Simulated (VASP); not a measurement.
# Cu (Copper): how cutoff and mesh change the relaxed cell, part 2 of 2

How far does the relaxed cell of Cu (Copper) depend on cutoff and k mesh? The starting structure is a measured crystal structure from the Crystallography Open Database.

VASP 6.6.1.

Results so far: reference 11.33 Å³ an atom; a cutoff of 300 eV 11.20 Å³ an atom; a 7×7×7 mesh 11.31 Å³ an atom.

### Step 5. Relaxation with a cutoff of 600 eV

Level of this step: PBEsol; plane waves and PAW (Cu) (VASP).

Against step 2 the input has ENCUT = 600. This run starts from the cell of an earlier relaxation, which isn't shown; the restart sets up the plane waves anew.

The input, INCAR:

```
SYSTEM = Cu
PREC = Accurate
ENCUT = 600
EDIFF = 1E-06
NELM = 100
ISMEAR = 1
SIGMA = 0.1
LREAL = .FALSE.
ALGO = Normal
GGA = PS
NBANDS = 11
LORBIT = 11
LWAVE = .FALSE.
LCHARG = .FALSE.
KPAR = 2
IBRION = 2
NSW = 50
ISIF = 3
EDIFFG = -0.01
```

The input, POSCAR:

```
Cu
1.0
    0.0000000000      1.7847910135      1.7847910135
    1.7847910135      0.0000000000      1.7847910135
    1.7847910135      1.7847910135      0.0000000000
Cu
1
Direct
    0.0000000000      0.0000000000      0.0000000000
```

The input, KPOINTS:

```
Automatic mesh
0
Gamma
14 14 14
0 0 0
```

The projector-augmented-wave data sets are Cu (PBE family, release 64).

The run is started by

```
mpirun -np 2 vasp_std
```

The program printed:

```text
[... set-up lines as in an earlier step ...]
 entering main loop
       N       E                     dE             d eps       ncg     rms          rms(c)
DAV:   1     0.433199941545E+02    0.43320E+02   -0.60525E+03  2493   0.189E+03
DAV:   2    -0.426846808214E+01   -0.47588E+02   -0.44377E+02  2339   0.217E+02
DAV:   3    -0.539324080468E+01   -0.11248E+01   -0.11214E+01  2623   0.406E+01
DAV:   4    -0.540017018282E+01   -0.69294E-02   -0.69282E-02  2516   0.282E+00
[...]
DAV:  10    -0.430845819410E+01   -0.67936E-05   -0.34668E-05  3231   0.102E-01    0.645E-03
DAV:  11    -0.430845924767E+01   -0.10536E-05   -0.55870E-07  1666   0.154E-02    0.352E-04
DAV:  12    -0.430845924658E+01    0.10962E-08   -0.55653E-08  1273   0.283E-03
   1 F= -.43084592E+01 E0= -.43084602E+01  d E =-.430846E+01
[...]
reached required accuracy - stopping structural energy minimisation
```

It took 3.2 s on 2 MPI ranks of Intel Xeon 6975P-C (Granite Rapids), shared host; peak memory 0.24 GiB.

From OUTCAR (step 5):

```text
  Total        0.0028200      0.0028200      0.0028200      0.0000000     -0.0000000     -0.0000000
  in kB        0.3973383      0.3973383      0.3973383      0.0000000     -0.0000000     -0.0000000
  external PRESSURE =       0.3973383 kB  Pullay stress =       0.0000000 kB

 POSITION                                       TOTAL-FORCE (eV/Angst)
 -----------------------------------------------------------------------------------
      0.00000      0.00000      0.00000         0.000000      0.000000     -0.000000
 -----------------------------------------------------------------------------------
    total drift:                                0.000000      0.000000      0.000000

  FREE ENERGIE OF THE ION-ELECTRON SYSTEM (eV)
  ---------------------------------------------------
  free  energy   TOTEN  =        -4.3084592466 eV

  energy  without entropy=       -4.3084621220  energy(sigma->0) =       -4.30846021

[... 2 parts as in an earlier step ...]

[... 2 further parts left out ...]
[key lines of the parts left out:]
E-fermi :   7.8438
```

With a cutoff of 600 eV the cell ends at 11.371 Å³ an atom, +0.34 % from the reference.

### Step 6. Relaxation with an 18×18×18 mesh

Against step 2 the input has an 18×18×18 mesh. This run starts from the cell of an earlier relaxation, which isn't shown; the restart sets up the plane waves anew.

INCAR, as its differences from that of step 5:

```diff
@@ -2,3 +2,3 @@
 PREC = Accurate
-ENCUT = 600
+ENCUT = 450
 EDIFF = 1E-06
```

The input, POSCAR:

```
Cu
1.0
    0.0000000000      1.7827800425      1.7827800425
    1.7827800425      0.0000000000      1.7827800425
    1.7827800425      1.7827800425      0.0000000000
Cu
1
Direct
    0.0000000000      0.0000000000      0.0000000000
```

The input, KPOINTS:

```
Automatic mesh
0
Gamma
18 18 18
0 0 0
```

The run is started by

```
mpirun -np 2 vasp_std
```

The program printed:

```text
[... set-up lines as in an earlier step ...]
 entering main loop
       N       E                     dE             d eps       ncg     rms          rms(c)
DAV:   1     0.371723469238E+02    0.37172E+02   -0.50495E+03  4683   0.153E+03
DAV:   2    -0.447628967770E+01   -0.41649E+02   -0.38658E+02  4407   0.192E+02
DAV:   3    -0.540010930398E+01   -0.92382E+00   -0.91956E+00  4935   0.361E+01
DAV:   4    -0.540590379882E+01   -0.57945E-02   -0.57937E-02  4756   0.246E+00
[...]
DAV:  10    -0.430729650742E+01   -0.56460E-05   -0.50016E-05  6220   0.128E-01    0.422E-03
DAV:  11    -0.430729771335E+01   -0.12059E-05   -0.63519E-07  3035   0.888E-03    0.591E-04
DAV:  12    -0.430729769855E+01    0.14801E-07   -0.88070E-08  2430   0.527E-03
   1 F= -.43072977E+01 E0= -.43072804E+01  d E =-.430730E+01
[...]
N       E                     dE             d eps       ncg     rms          rms(c)
DAV:   1    -0.430782917239E+01   -0.53146E-03   -0.89237E-03  5031   0.212E+00    0.191E-01
DAV:   2    -0.430748213784E+01    0.34703E-03   -0.72605E-03  4926   0.167E+00    0.771E-02
DAV:   3    -0.430731411736E+01    0.16802E-03   -0.11443E-03  4928   0.681E-01    0.266E-02
DAV:   4    -0.430729979103E+01    0.14326E-04   -0.16961E-05  5199   0.427E-02    0.825E-04
DAV:   5    -0.430729972276E+01    0.68274E-07   -0.10047E-07  2549   0.356E-03
   2 F= -.43072997E+01 E0= -.43072824E+01  d E =-.202421E-05
 trial-energy change:   -0.000002  1 .order   -0.000002   -0.000015    0.000012
 step:   0.5708(harm=  0.5708)  dis= 0.00000  next Energy=    -4.307302 (dE=-0.438E-05)
 reached required accuracy - stopping structural energy minimisation
```

Run time: 5.8 s. Hardware: 2 MPI ranks; peak memory 0.24 GiB.

OUTCAR, selected parts (step 6):

```text
  Total        0.0077422      0.0077422      0.0077422      0.0000000     -0.0000000      0.0000000
  in kB        1.0962198      1.0962198      1.0962198      0.0000000     -0.0000000      0.0000000
  external PRESSURE =       1.0962198 kB  Pullay stress =       0.0000000 kB

 POSITION                                       TOTAL-FORCE (eV/Angst)
 -----------------------------------------------------------------------------------
      0.00000      0.00000      0.00000        -0.000000     -0.000000      0.000000
 -----------------------------------------------------------------------------------
    total drift:                               -0.000000     -0.000000      0.000000

  FREE ENERGIE OF THE ION-ELECTRON SYSTEM (eV)
  ---------------------------------------------------
  free  energy   TOTEN  =        -4.3072997228 eV

  energy  without entropy=       -4.3072478863  energy(sigma->0) =       -4.30728244

[... 1 part as in an earlier step ...]

[... 3 further parts left out ...]
[key lines of the parts left out:]
E-fermi :   7.8973
```

With an 18×18×18 mesh the cell ends at 11.316 Å³ an atom, -0.14 % from the reference.

### Step 7. The runs compared

```csv
run,volume (Å³/atom),change (%),pressure left (GPa),core minutes
reference,11.332,-,-0.13,0.26
a cutoff of 300 eV,11.195,-1.2,-0.12,0.153
a 7×7×7 mesh,11.312,-0.18,-0.12,0.107
a cutoff of 600 eV,11.371,0.34,0.04,0.32
an 18×18×18 mesh,11.316,-0.14,0.11,0.487
```

Core minutes are wall time times ranks, summed over the relaxations behind a row (those for a bulk modulus apart), on shared hosts.

### Step 8. What came out

```
volume of the reference                          : 11.33 Å³/atom
volume against the reference, a cutoff of 300 eV : -1.20 %
volume against the reference, a 7×7×7 mesh       : -0.18 %
volume against the reference, a cutoff of 600 eV : +0.34 %
volume against the reference, an 18×18×18 mesh   : -0.14 %
```

In words: The volume moves most with a cutoff of 300 eV: -1.20 % against the reference (450 eV, 14×14×14 mesh). On finer settings it changes by +0.34 % with a cutoff of 600 eV and -0.14 % with an 18×18×18 mesh. The relaxations stop with up to 0.13 GPa left, which at a bulk modulus of 50 GPa, to name a scale, is 0.25 % of the volume. That understates it: a restart alone still moved the volume by up to 0.7 %. A cell that shrinks at the lower cutoff is the usual mark of Pulay stress, the error that a plane-wave basis makes when it is kept while the volume changes. Further runs on this material are not shown.

[Lines on the potential files, build, host, timing and source positions are cut from VASP's logs without a mark.]

[Logs are printed without paths, hosts, clocks, repeated set-up lines and the standing remarks that a program may print on its own settings, such as how far it seeks lower states.]

[Hosts, paths, dates, database ids (printed as entryN), source tags and the programs' standing remarks are cut or masked in the printed files.]
